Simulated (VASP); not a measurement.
All values below come from HSE06 screened hybrid, VASP's PBE PAW potentials (set 64) (plane waves; VASP 6.6.1).

VASP ran on this input.

### INCAR
```
AEXX=0.25
ALGO=Normal
EDIFF=1E-5
ENCUT=400
GGA=PE
HFSCREEN=0.2
ISIF=0
ISMEAR=0
ISPIN=2
ISYM=0
LASPH=.TRUE.
LCHARG=.FALSE.
LHFCALC=.TRUE.
LMAXMIX=4
LORBIT=10
LREAL=Auto
LWAVE=.FALSE.
MAGMOM=63*0.0317
NELECT=252.0
NELM=50
NELMIN=4
NUPDOWN=2
PREC=Normal
PRECFOCK=Fast
SIGMA=0.05
SYSTEM=In31P32
```

KPOINTS:
```
Automatic mesh
0
Gamma
1 1 1
0 0 0
```

### POSCAR
```
In31P32
11.9995220
  0.9999999778   0.0000000000   0.0000000000
  0.0000000000   0.9999999778   0.0000000000
  0.0000000000   0.0000000000   0.9999999778
In P
31 32
Cartesian
  0.5000077723   0.0005735244   0.0000282458
  0.7495324024   0.2500274168   0.9999107578
  0.7496530163   0.9993833809   0.2507024920
  0.0002350150   0.0003596936   0.0003283552
  0.2504785326   0.2505129018   0.0005619770
  0.5001078568   0.5001530028   0.0000931284
  0.7495790533   0.7496130543   0.0004297285
  0.2504654958   0.0005599604   0.2505523775
  0.5016694899   0.2529430928   0.2529618566
  0.7469503398   0.4981733050   0.2531414945
  0.5002357119   0.0001036381   0.5003315391
  0.7472677157   0.2530211010   0.4983803571
  0.7494352357   0.0006127713   0.7495448913
  0.9999132134   0.4998582616   0.0005585280
  0.2503093876   0.7501725634   0.9997331746
  0.0006189885   0.2505454931   0.2505841405
  0.2527891180   0.5017277118   0.2527866820
  0.4983238564   0.7472737219   0.2526212614
  0.9998365943   0.0005689095   0.4999047340
  0.2528059615   0.2527719716   0.5015549348
  0.7472783762   0.7473667301   0.5016064939
  0.2507204521   0.9993935544   0.7494905542
  0.4984888718   0.2528622314   0.7473942973
  0.7473026612   0.5015064087   0.7473022585
  0.9995513280   0.7498731710   0.2506752297
  0.9999971654   0.5001515161   0.5001352180
  0.2527877766   0.7473697198   0.4983316201
  0.9997232047   0.2502785801   0.7496928878
  0.2528261176   0.4984551115   0.7473758462
  0.5016281078   0.7472041859   0.7475289850
  0.0004553148   0.7496820810   0.7494760883
  0.6254972967   0.1252275305   0.1257752844
  0.8744695664   0.3744086468   0.1257204281
  0.8745529484   0.1256566557   0.3745489977
  0.1251864890   0.1252264206   0.1252307481
  0.3751257817   0.3752502280   0.1257131006
  0.6249762578   0.6249912292   0.1257340450
  0.8751717962   0.8752759135   0.1249799101
  0.3752974318   0.1256208430   0.3753101183
  0.6194229884   0.3805035771   0.3807086592
  0.8743417095   0.6248673362   0.3751989926
  0.6249465736   0.1258537153   0.6249358984
  0.8746239316   0.3750188350   0.6250951989
  0.8750854511   0.1247784810   0.8751675685
  0.1253124163   0.6257119107   0.1256363431
  0.3746960064   0.8750832490   0.1254613300
  0.1256629773   0.3753319891   0.3752497104
  0.3801961886   0.6200654603   0.3801511784
  0.6246832345   0.8743723030   0.3752490532
  0.1255724365   0.1253089056   0.6255176230
  0.3802603036   0.3803435069   0.6198847681
  0.6197542988   0.6197085811   0.6199825154
  0.8746453812   0.8750675268   0.6254815176
  0.3744550985   0.1255622329   0.8746337212
  0.6252489126   0.3749440649   0.8747636497
  0.8747130037   0.6254668877   0.8746381330
  0.1252879752   0.8750552403   0.3747001577
  0.1257267302   0.6250217603   0.6248934012
  0.3754119346   0.8742884513   0.6248428788
  0.1254434292   0.3746111474   0.8747966019
  0.3748553520   0.6251325329   0.8747802248
  0.6254488164   0.8750049669   0.8748536874
  0.1248314272   0.8753894500   0.8750677652
```

POTCAR, in this order: In P (PBE.64 set). Program: vasp_gam. Read from the step before: WAVECAR.

What VASP printed:

### OUTCAR
```
 ion  position               nearest neighbor table
   1  0.500  0.001  0.000-  32 2.60  54 2.60  62 2.61  46 2.61
   2  0.750  0.250  1.000-  55 2.59  32 2.60  33 2.60  44 2.60
   3  0.750  0.999  0.251-  49 2.59  32 2.60  34 2.60  38 2.60
   4  0.000  0.000  0.000-  35 2.60  44 2.60  38 2.60  63 2.60
   5  0.250  0.251  0.001-  36 2.59  54 2.60  60 2.60  35 2.60
   6  0.500  0.500  0.000-  37 2.60  36 2.60  61 2.60  55 2.60
   7  0.750  0.750  0.000-  37 2.59  56 2.60  62 2.60  38 2.60
   8  0.250  0.001  0.251-  39 2.60  46 2.60  57 2.60  35 2.60
   9  0.502  0.253  0.253-  40 2.59  39 2.61  36 2.61  32 2.62
  10  0.747  0.498  0.253-  40 2.58  41 2.61  37 2.61  33 2.62
  11  0.500  0.000  0.500-  42 2.60  59 2.60  49 2.60  39 2.60
  12  0.747  0.253  0.498-  40 2.59  42 2.61  43 2.61  34 2.62
  13  0.749  0.001  0.750-  42 2.59  53 2.60  62 2.60  44 2.60
  14  1.000  0.500  0.001-  33 2.61  45 2.61  60 2.61  56 2.61
  15  0.250  0.750  1.000-  61 2.59  46 2.60  63 2.60  45 2.60
  16  0.001  0.251  0.251-  47 2.59  33 2.60  34 2.60  35 2.60
  17  0.253  0.502  0.253-  48 2.59  36 2.60  47 2.61  45 2.62
  18  0.498  0.747  0.253-  48 2.58  37 2.60  49 2.61  46 2.62
  19  1.000  0.001  0.500-  34 2.60  50 2.61  57 2.61  53 2.61
  20  0.253  0.253  0.502-  51 2.59  39 2.60  47 2.61  50 2.62
  21  0.747  0.747  0.502-  52 2.59  49 2.60  41 2.61  53 2.63
  22  0.251  0.999  0.749-  59 2.59  50 2.60  54 2.60  63 2.60
  23  0.498  0.253  0.747-  51 2.59  42 2.60  55 2.61  54 2.62
  24  0.747  0.502  0.747-  52 2.59  43 2.61  55 2.61  56 2.62
  25  1.000  0.750  0.251-  41 2.60  57 2.60  45 2.60  38 2.60
  26  1.000  0.500  0.500-  41 2.60  58 2.60  47 2.60  43 2.60
  27  0.253  0.747  0.498-  48 2.58  58 2.61  59 2.61  57 2.62
  28  1.000  0.250  0.750-  43 2.59  50 2.60  60 2.60  44 2.60
  29  0.253  0.498  0.747-  51 2.59  61 2.61  58 2.61  60 2.62
  30  0.502  0.747  0.748-  52 2.59  59 2.61  61 2.61  62 2.63
  31  0.000  0.750  0.749-  58 2.59  56 2.60  53 2.60  63 2.60
  32  0.625  0.125  0.126-   2 2.60   3 2.60   1 2.60   9 2.62
  33  0.874  0.374  0.126-  16 2.60   2 2.60  14 2.61  10 2.62
  34  0.875  0.126  0.375-  16 2.60   3 2.60  19 2.60  12 2.62
  35  0.125  0.125  0.125-   4 2.60  16 2.60   5 2.60   8 2.60
  36  0.375  0.375  0.126-   5 2.59   6 2.60  17 2.60   9 2.61
  37  0.625  0.625  0.126-   7 2.59   6 2.60  18 2.60  10 2.61
  38  0.875  0.875  0.125-   4 2.60   3 2.60  25 2.60   7 2.60
  39  0.375  0.126  0.375-   8 2.60  11 2.60  20 2.60   9 2.61
  40  0.619  0.381  0.381-  10 2.58  12 2.59   9 2.59
  41  0.874  0.625  0.375-  25 2.60  26 2.60  21 2.61  10 2.61
  42  0.625  0.126  0.625-  13 2.59  11 2.60  23 2.60  12 2.61
  43  0.875  0.375  0.625-  28 2.59  26 2.60  24 2.61  12 2.61
  44  0.875  0.125  0.875-   4 2.60  13 2.60   2 2.60  28 2.60
  45  0.125  0.626  0.126-  25 2.60  15 2.60  14 2.61  17 2.62
  46  0.375  0.875  0.125-   8 2.60  15 2.60   1 2.61  18 2.62
  47  0.126  0.375  0.375-  16 2.59  26 2.60  17 2.61  20 2.61
  48  0.380  0.620  0.380-  18 2.58  27 2.58  17 2.59
  49  0.625  0.874  0.375-   3 2.59  11 2.60  21 2.60  18 2.61
  50  0.126  0.125  0.626-  28 2.60  22 2.60  19 2.61  20 2.62
  51  0.380  0.380  0.620-  29 2.59  23 2.59  20 2.59
  52  0.620  0.620  0.620-  24 2.59  30 2.59  21 2.59
  53  0.875  0.875  0.625-  13 2.60  31 2.60  19 2.61  21 2.63
  54  0.374  0.126  0.875-   5 2.60  22 2.60   1 2.60  23 2.62
  55  0.625  0.375  0.875-   2 2.59   6 2.60  24 2.61  23 2.61
  56  0.875  0.625  0.875-   7 2.60  31 2.60  14 2.61  24 2.62
  57  0.125  0.875  0.375-   8 2.60  25 2.60  19 2.61  27 2.62
  58  0.126  0.625  0.625-  31 2.59  26 2.60  27 2.61  29 2.61
  59  0.375  0.874  0.625-  22 2.59  11 2.60  30 2.61  27 2.61
  60  0.125  0.375  0.875-   5 2.60  28 2.60  14 2.61  29 2.62
  61  0.375  0.625  0.875-  15 2.59   6 2.60  30 2.61  29 2.61
  62  0.625  0.875  0.875-  13 2.60   7 2.60   1 2.61  30 2.63
  63  0.125  0.875  0.875-   4 2.60  15 2.60  22 2.60  31 2.60
 Subroutine IBZKPT returns following result:
 Found      1 irreducible k-points:

 Following reciprocal coordinates:
            Coordinates               Weight
  0.000000  0.000000  0.000000      1.000000
 Subroutine IBZKPT_HF returns following result:
   k-points           NKPTS =      1   k-points in BZ     NKDIM =      1   number of bands    NBANDS=    159
   number of dos      NEDOS =    301   number of ions     NIONS =     63
   total plane-waves  NPLWV = 216000
   dimension x,y,z NGX =    60 NGY =   60 NGZ =   60
...
```

**OSZICAR**
```
       N       E                     dE             d eps       ncg     rms          rms(c)
DAV:   1    -0.310448660559E+03   -0.31045E+03   -0.15212E+01   636   0.707E+00    0.123E+01
DAV:   2    -0.310680184024E+03   -0.23152E+00   -0.10790E+00   754   0.151E+00    0.839E+00
DAV:   3    -0.310670920862E+03    0.92632E-02   -0.20083E-01   762   0.642E-01    0.494E+00
DAV:   4    -0.310668366545E+03    0.25543E-02   -0.65696E-02   760   0.371E-01    0.277E+00
DAV:   5    -0.310673027479E+03   -0.46609E-02   -0.13961E-02   760   0.190E-01    0.154E+00
DAV:   6    -0.310680043343E+03   -0.70159E-02   -0.99648E-03   768   0.171E-01    0.838E-01
DAV:   7    -0.310680708549E+03   -0.66521E-03   -0.50705E-03   753   0.123E-01    0.440E-01
DAV:   8    -0.310680321683E+03    0.38687E-03   -0.14227E-03   809   0.671E-02    0.230E-01
DAV:   9    -0.310680209270E+03    0.11241E-03   -0.43103E-04   817   0.364E-02    0.117E-01
DAV:  10    -0.310680193101E+03    0.16169E-04   -0.12571E-04   785   0.193E-02    0.598E-02
DAV:  11    -0.310680194515E+03   -0.14136E-05   -0.29365E-05   490   0.100E-02
   1 F= -.31068019E+03 E0= -.31067958E+03  d E =-.122333E-02  mag=     2.0000
```

OUTCAR:
```
------------------------ aborting loop because EDIFF is reached ----------------------------------------
  volume of cell :     1727.79
      direct lattice vectors                 reciprocal lattice vectors
    11.999521734  0.000000000  0.000000000     0.083336655  0.000000000  0.000000000
     0.000000000 11.999521734  0.000000000     0.000000000  0.083336655  0.000000000
     0.000000000  0.000000000 11.999521734     0.000000000  0.000000000  0.083336655
  FREE ENERGIE OF THE ION-ELECTRON SYSTEM (eV)
  ---------------------------------------------------
  free  energy   TOTEN  =      -310.6801945150 eV

  energy  without entropy=     -310.6789711868  energy(sigma->0) =     -310.67958285

  exchange ACFDT corr.  =         0.00000000  see jH, gK, PRB 81, 115126

 total charge

# of ion       s       p       d       tot
------------------------------------------
    1        1.177   1.393   0.226   2.796
    2        1.169   1.417   0.234   2.820
    3        1.169   1.416   0.233   2.819
    4        1.168   1.419   0.234   2.822
    5        1.169   1.417   0.234   2.820
    6        1.167   1.411   0.233   2.811
    7        1.169   1.414   0.233   2.815
    8        1.169   1.417   0.234   2.820
    9        1.172   1.398   0.227   2.797
   10        1.172   1.398   0.227   2.797
   11        1.168   1.415   0.234   2.816
   12        1.172   1.399   0.227   2.798
   13        1.169   1.418   0.234   2.820
   14        1.177   1.387   0.224   2.789
   15        1.169   1.415   0.233   2.817
   16        1.169   1.418   0.234   2.820
   17        1.172   1.400   0.228   2.799
   18        1.172   1.400   0.228   2.800
   19        1.177   1.393   0.226   2.796
   20        1.172   1.399   0.227   2.798
   21        1.171   1.397   0.227   2.796
   22        1.169   1.416   0.233   2.818
   23        1.172   1.398   0.227   2.797
   24        1.172   1.399   0.227   2.798
   25        1.169   1.415   0.233   2.818
   26        1.167   1.413   0.233   2.813
   27        1.172   1.398   0.227   2.798
   28        1.169   1.415   0.233   2.817
   29        1.172   1.398   0.227   2.797
   30        1.172   1.398   0.227   2.796
   31        1.169   1.414   0.233   2.815
   32        1.025   1.469   0.000   2.494
   33        1.026   1.468   0.000   2.493
   34        1.026   1.468   0.000   2.494
   35        1.022   1.478   0.000   2.499
   36        1.019   1.479   0.000   2.499
   37        1.020   1.479   0.000   2.499
   38        1.022   1.477   0.000   2.498
   39        1.019   1.480   0.000   2.499
   40        1.061   1.385   0.000   2.447
   41        1.019   1.479   0.000   2.499
   42        1.020   1.480   0.000   2.499
   43        1.019   1.479   0.000   2.499
   44        1.022   1.477   0.000   2.499
   45        1.026   1.468   0.000   2.493
   46        1.026   1.468   0.000   2.494
   47        1.019   1.480   0.000   2.499
   48        1.061   1.386   0.000   2.447
   49        1.019   1.480   0.000   2.499
   50        1.025   1.468   0.000   2.494
   51        1.061   1.384   0.000   2.446
   52        1.062   1.383   0.000   2.444
   53        1.026   1.467   0.000   2.493
   54        1.026   1.468   0.000   2.494
   55        1.019   1.479   0.000   2.499
   56        1.026   1.466   0.000   2.492
   57        1.026   1.468   0.000   2.493
   58        1.020   1.479   0.000   2.499
   59        1.019   1.480   0.000   2.499
   60        1.026   1.467   0.000   2.493
   61        1.019   1.479   0.000   2.499
   62        1.026   1.467   0.000   2.493
   63        1.022   1.477   0.000   2.499
--------------------------------------------------
tot         69.164  90.416   7.136 166.716

 magnetization (x)

# of ion       s       p       d       tot
------------------------------------------
    1       -0.005   0.012   0.004   0.010
    2       -0.000  -0.003  -0.002  -0.005
    3       -0.000  -0.003  -0.002  -0.005
    4        0.001  -0.002  -0.002  -0.003
    5       -0.000  -0.003  -0.002  -0.005
    6        0.002  -0.001  -0.004  -0.003
    7       -0.000  -0.003  -0.002  -0.005
    8       -0.000  -0.003  -0.002  -0.005
    9       -0.004   0.005   0.005   0.006
   10       -0.004   0.005   0.005   0.006
   11        0.002  -0.001  -0.004  -0.003
   12       -0.004   0.005   0.005   0.006
   13       -0.000  -0.003  -0.002  -0.005
   14       -0.005   0.012   0.004   0.010
   15       -0.000  -0.003  -0.002  -0.005
   16       -0.000  -0.003  -0.002  -0.005
   17       -0.004   0.004   0.005   0.006
   18       -0.004   0.005   0.005   0.006
   19       -0.005   0.011   0.004   0.009
   20       -0.004   0.004   0.005   0.006
   21       -0.004   0.005   0.005   0.006
   22       -0.000  -0.003  -0.002  -0.005
...
```
(Selected blocks of OUTCAR.)

The cell is charged, with a uniform compensating background. The supercell is sampled at Γ alone, which is coarse: total energies, pressure and levels can be off, energies of defects by several tenths of an eV.

The cell is a supercell with a defect, built from InP (zinc blende): vac_In, charge +1. The cell's shape comes from a PBE relaxation.
